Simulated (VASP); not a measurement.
Consider the following.

```
CELL_PARAMETERS angstrom
      0.00000     2.02064     2.02064
      2.02064     0.00000     2.02064
      2.02064     2.02064     0.00000
ATOMIC_POSITIONS crystal
  Al 0.00000 0.00000 0.00000
```

Calculation: SCAN meta-GGA, VASP's PBE PAW potentials (set 64) (plane waves; VASP). Numerical set-up: 520 eV cut-off, 16×16×16 Γ-centred mesh, first-order Methfessel-Paxton smearing of 0.10 eV, potentials Al.

What does the run give for the energy per atom (σ→0), pressure, band gap (on the k-mesh) with the smallest direct gap where there is one?

* **band gap (on the k-mesh)**: none (metal, semimetal or under 0.01 eV)
* **energy per atom (σ→0)**: -7.746 eV/atom
* **pressure**: -2.01 GPa

The absolute energy has meaning only against runs of the same code, potentials and settings.

The compound is Al in the fcc structure. This cell is one point of a volume scan, at 1.03 of the reference volume.
